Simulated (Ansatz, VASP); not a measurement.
**Cross-check of InP between VASP and Ansatz**

Aim: how closely do two programs agree when they are given the same cell, functional and k mesh? The cell is taken from a series of runs on this material, whose earlier steps may have relaxed, scaled, displaced or heated it; both programs get it as it stands.

Method: plane waves, with VASP 6.6.1 beside it; zone-centre phonons at RPBE, in Ansatz 0.2.0.

In doubt: the program warns that the response may not be converged on this k-mesh, which bears on the force constants and all frequencies.

### Step 1. Set-up

The structure is cubic, space group F-43m (No. 216). The conventional cell has a = 6.017 Å, b = 6.017 Å, c = 6.017 Å, α = 90.00°, β = 90.00°, γ = 90.00°. Nearest to In lie 4 P at 2.61 Å. Nearest to P lie 4 In at 2.61 Å. Farther neighbours are not listed.

### Step 2. Ansatz: zone-centre phonons, RPBE

Ansatz runs on its default PAW (the set named soft_2) files.

Second derivatives magnify differences that forces hide, and they need a tight electronic threshold.

input.yaml reads:

```yaml
crystal:
  lattice:
    - [0.0, 3.0085171976, 3.0085171976]
    - [3.0085171976, 0.0, 3.0085171976]
    - [3.0085171976, 3.0085171976, 0.0]
  atoms:
    - { symbol: In, position: [0.0, 0.0, 0.0] }
    - { symbol: P, position: [0.25, 0.25, 0.25] }
kpoints:
  mp_grid: { grid: [10, 10, 10] }
hamiltonian:
  xc: rpbe
scf:
  occupations: { method: fixed }
output:
  eigenvalues: true
phonons:
  method: dfpt
  dielectric: true
  rigid_motions: translations
```

Command:

```
ansatz run input.yaml --threads 4 --pin off --max-ram 7168MiB --backend cpu --events-out ev --progress --plain --runs-dir out
```

Numbers of over 12 decimals in the logs are rounded to 6 here.

Log:

```text
Engine: ansatz 0.2.0, aarch64-unknown-linux-gnu
Pseudopotentials: kind: paw
Pseudopotential: In, paw, valence charge 13, recommended cutoff 420 eV (normal), In.paw.azcp
Pseudopotential: P, paw, valence charge 5, recommended cutoff 420 eV (normal), P.paw.azcp
Functional definition: RPBE
  parameter kappa = 0.804
  parameter beta = 0.066725
  exchange = rpbe_x(kappa = kappa, mu = beta*pi^2/3)
  correlation = pbe_c(beta = beta)
Crystal: 2 atoms, lattice volume = 54.461 Å³
Basis set: ecut = 420 eV, 1067 PW (Γ), exchange–correlation on 60×60×60 points (8 copies of the dense FFT grid, shifted against one another)
Bands: 13, of which v1, the nominal top of the filled ones, is band 9 counted from 1 (8 counted from 0)
Symmetry: 24 space group operations
k-points: 171 of 1000 (irreducible under 4 space group operations, time reversal used)
Non-local potential: In, projectors of the file, l = 0: 2, l = 1: 2, l = 2: 2, l = 3: 2
Non-local potential: P, projectors of the file, l = 0: 2, l = 1: 2, l = 2: 2
PAW form: soft (Blöchl's): semilocal exchange-correlation on the pseudo side does not see the compensation charge
PAW frozen core: In, regenerated for the run's functional, and the local potential with it (the file was generated under x = pbe(κ = 0.804, μ = 0.219515), c = pbe(β = 0.066725))
PAW frozen core: P, regenerated for the run's functional, and the local potential with it (the file was generated under x = pbe(κ = 0.804, μ = 0.219515), c = pbe(β = 0.066725))
PAW one-centre angular grid: In, 590 points (default); XC on 64 Gauss nodes
PAW one-centre angular grid: P, 110 points (default); XC on 64 Gauss nodes
Initial density: superposition of atomic densities (neutral atoms: chi_scale 0, normalization atom), corrected by the library's trained network
Initial wavefunctions: pseudopotential atomic-orbital guess
Functional: x = rpbe, c = pbe(β = 0.066725)
SCF iter   1: F=—  HF=-6365.719692 eV  |F-HF|=—  |Δ(HF+E_count)|=         —  Δρ=3.02e-3  dr2=3.77e-3  ethr=1.77e-3  ⟨swp⟩=5.0  Hψ=11710  notcnv=0  defer=316
preconditioner: auto → none  [insulator: Δε(μ)=0.410 eV  Ē_g=14.540 eV  n_scr=14 (ndim 8)  ℏωp=21.3 eV  f_vac=0.033  ε∞_Penn≈3.2]
SCF iter   2: F=—  HF=-6365.717773 eV  |F-HF|=—  |Δ(HF+E_count)|=   1.92e-3  Δρ=9.28e-4  dr2=6.35e-4  ethr=2.09e-5  ⟨swp⟩=3.0  Hψ=5793  notcnv=0  defer=335
SCF iter   3: F=—  HF=-6365.717624 eV  |F-HF|=—  |Δ(HF+E_count)|=   1.49e-4  Δρ=4.13e-4  dr2=6.47e-5  ethr=3.53e-6  ⟨swp⟩=2.3  Hψ=3941  notcnv=0  defer=332
SCF iter   4: F=—  HF=-6365.717670 eV  |F-HF|=—  |Δ(HF+E_count)|=   4.56e-5  Δρ=1.37e-4  dr2=8.55e-6  ethr=3.60e-7  ⟨swp⟩=2.7  Hψ=4504  notcnv=0  defer=331
SCF iter   5: F=—  HF=-6365.717669 eV  |F-HF|=—  |Δ(HF+E_count)|=   7.38e-7  Δρ=4.92e-5  dr2=1.02e-6  ethr=4.75e-8  ⟨swp⟩=3.0  Hψ=3895  notcnv=0  defer=311
SCF iter   6: F=—  HF=-6365.717671 eV  |F-HF|=—  |Δ(HF+E_count)|=   2.21e-6  Δρ=6.21e-6  dr2=1.90e-8  ethr=5.67e-9  ⟨swp⟩=2.0  Hψ=3719  notcnv=0  defer=311
SCF iter   7: F=—  HF=-6365.717671 eV  |F-HF|=—  |Δ(HF+E_count)|=   1.40e-7  Δρ=1.53e-6  dr2=1.13e-9  ethr=1.06e-10  ⟨swp⟩=2.7  Hψ=3940  notcnv=0  defer=312
SCF iter   8: F=-6365.717671 eV  HF=-6365.717671 eV  |F-HF|=4.55e-12  |Δ(HF+E_count)|=   1.09e-9  Δρ=6.29e-8  dr2=2.12e-12  ethr=1.00e-12  ⟨swp⟩=12.2  Hψ=16874  notcnv=0
SCF 1 converged in 8 iterations: F = -6365.717671 eV  dr2 = 2.12e-12
  greatest PAW one-centre occupation: 0.981 electrons in one spin orbital (limit 2), on the In atom at site 0 (counted from 0), in its partial waves of l = 2
NSCF: frozen V_eff on 2 k-points
DFPT response loops at Γ: preconditioner auto → none (the input reference at scf.mixing.eps_inf says where Resta's filter doesn't serve); β = 0.50; Broyden in place of MSR1
── the response to a field inside a basis, on 12×12×12 k-points: an SCF that follows is theirs, and a resumed run solves both again ──
Bands: 10, of which v1, the nominal top of the filled ones, is band 9 counted from 1 (8 counted from 0)
k-points: 182
Initial density: handed on by an earlier stage of this run
Initial wavefunctions: pseudopotential atomic-orbital guess (no wavefunctions were taken with the density)
Eigensolver: Dense (182 Hₖ)
SCF iter   1: F=—  HF=-6365.716132 eV  |F-HF|=—  |Δ(HF+E_count)|=         —  Δρ=8.42e-5  dr2=1.24e-6  ethr=1.00e-1
preconditioner: auto → none  [insulator: Δε(μ)=0.447 eV  Ē_g=12.368 eV  n_scr=14 (ndim 8)  ℏωp=21.3 eV  f_vac=0.030  ε∞_Penn≈4.0]
SCF iter   2: F=—  HF=-6365.716135 eV  |F-HF|=—  |Δ(HF+E_count)|=   3.16e-6  Δρ=4.21e-5  dr2=1.76e-7  ethr=6.88e-9
SCF iter   3: F=-6365.716137 eV  HF=-6365.716136 eV  |F-HF|=1.54e-7  |Δ(HF+E_count)|=   1.16e-6  Δρ=1.43e-5  dr2=3.76e-8  ethr=9.79e-10
SCF 1 converged in 3 iterations: F = -6365.716137 eV  dr2 = 3.76e-8
DFPT response loops at Γ: mixed as the last ones told, above
WARN: field response: ε∞ stands inside a basis, on 12×12×12 points; the force constants stand on the 10×10×10 k-mesh, whose period is 9.21 times the interband length at k = (0.0000, 0.0000, 0.0000), direct gap 0.419 eV, under 14: take them and everything formed from them as unconverged, and compare with a denser kpoints.mp_grid
SCF converged after 8 iterations
Free energy (F): -6365.717671 eV
Harris-Foulkes:  -6365.717671 eV  (|F-HF|=4.55e-12)
Internal energy: -6365.717671 eV  (E = F + TS)
E sigma→0 (E₀):  -6365.717671 eV
Fermi energy:    6.141358 eV
--- Per-component energies (eV) ---
  E_band       = -64.411035
  E_kinetic    = 311.321136
  E_local      = -1445.211973  (includes V_loc(G=0)·N_el)
  E_nonlocal   = 400.348485
  E_hartree    = 569.600437
  E_xc         = -276.197110
  E_vxc        = -158.043903  (∫ρ·V_xc dr)
  E_paw        = -4736.562735  (= ΣΔE_a)
  E_vpaw       = -312.025627  (= ΣTr[D̂ρ^β])
  E_aug_tail   = 0.000028  (compensation charges beyond the density's cutoff)
  E_ewald      = -1189.052745
  E_core_change = 0.036806  (= ΣΔE_core)
  E_smearing   = -0.000000  (= −TS)
  E_closure    = -0.000000  (closes the sum)
  Σ components = -6365.717671   (vs F -6365.717671, Δ=0.00e0)
--- Band table (eV; the first three rows and the last of 171) ---
  k-point 0: bands = [... 5 lower, -4.8331, 6.1414, 6.1414, 6.1414, 6.5604, 10.2787, 10.2787, 10.2787]
  k-point 1: bands = [... 5 lower, -4.7326, 4.9782, 6.0346, 6.0346, 7.4140, 10.3284, 10.4460, 10.4460]
  k-point 2: bands = [... 5 lower, -4.4446, 3.5662, 5.7888, 5.7888, 7.8147, 10.7900, 10.7900, 10.8627]
  k-point 170: bands = [... 5 lower, -2.8236, 0.9473, 3.3529, 4.0013, 9.9392, 10.6131, 11.5499, 12.9819]
--- Phonons (Γ-DFPT): 2 representative perturbations + reference, on 171 of 1000 k-points (Σ response iterations 6) ---
  k mesh reduced under 4 symmetry operations, with k and −k counted as one. Each operation leaves every solved perturbation unchanged. A smaller set is not considered because the run solves the response to a homogeneous field
  ASR residual: 2.050e-5 → 0.000e0 eV/Å²; symmetrization residual: 6.013e-6 eV/Å²
  ASR residual per site (eV/Å²): 6.46e-6 2.05e-5
  Γ frequencies (cm⁻¹): 0.00 0.00 0.00 275.42 275.42 275.42
  ε∞ (high-frequency dielectric tensor):
       11.832161     0.000000    -0.000000
        0.000000    11.832161     0.000000
       -0.000000     0.000000    11.832161
  ε⁰ (static dielectric tensor: ions relaxed, cell fixed):
       15.288541     0.000000     0.000000
        0.000000    15.288541    -0.000000
        0.000000    -0.000000    15.288541
  ε⁰ − ε∞ (ionic part):
        3.456380     0.000000     0.000000
        0.000000     3.456380    -0.000000
        0.000000    -0.000000     3.456380
  softest optical mode at Γ: 275.42 cm⁻¹; the repairs (sum rule, projections) moved no ω² at Γ by more than (0.70 cm⁻¹)²
  Born effective charges Z* (e; rows j = field, columns β = displacement):
    site 0:
         2.66057    0.00000    0.00000
         0.00000    2.66057    0.00000
        -0.00000    0.00000    2.66057
    site 1:
        -2.66057   -0.00000   -0.00000
        -0.00000   -2.66057   -0.00000
         0.00000   -0.00000   -2.66057
  Z* charge neutrality: 6.779e-4 e pre-enforcement
  solved inside a basis spanned on kpoints, on 12×12×12 k-points transformed towards the longest dipole: ε∞ is read to err by 4.1e-2, Z* by 1.4e-2 e (field_mesh: kpoints solves on kpoints); Z* is corrected for what the basis lacks
  optical modes at Γ without the LO–TO term, one row a degenerate level:
      ω (cm⁻¹)  modes    IR ((D/Å)²/amu)
        275.42      3            20.0846
  optical modes at Γ + LO–TO along q̂ = [1.0000, 0.0000, 0.0000]:
      ω (cm⁻¹)  modes    IR ((D/Å)²/amu)
        275.42      2            13.3897
        313.07      1             6.6949
  optical modes at Γ + LO–TO along q̂ = [0.0000, 1.0000, 0.0000]:
      ω (cm⁻¹)  modes    IR ((D/Å)²/amu)
        275.42      2            13.3897
        313.07      1             6.6949
  optical modes at Γ + LO–TO along q̂ = [0.0000, 0.0000, 1.0000]:
      ω (cm⁻¹)  modes    IR ((D/Å)²/amu)
        275.42      2            13.3897
        313.07      1             6.6949
```

The column dr2 measures how far the density is from self-consistency, as an energy; F and HF (Harris–Foulkes) agree once it is small.

(Part 1 of 2 ends here.)

[Lines on the potential files, build, host, timing and source positions are cut from VASP's logs without a mark.]

[Logs are printed without paths, hosts, clocks, repeated set-up lines and the standing remarks that a program may print on its own settings, such as how far it seeks lower states.]

[Hosts, paths, dates, database ids (printed as entryN), source tags and the programs' standing remarks are cut or masked in the printed files.]
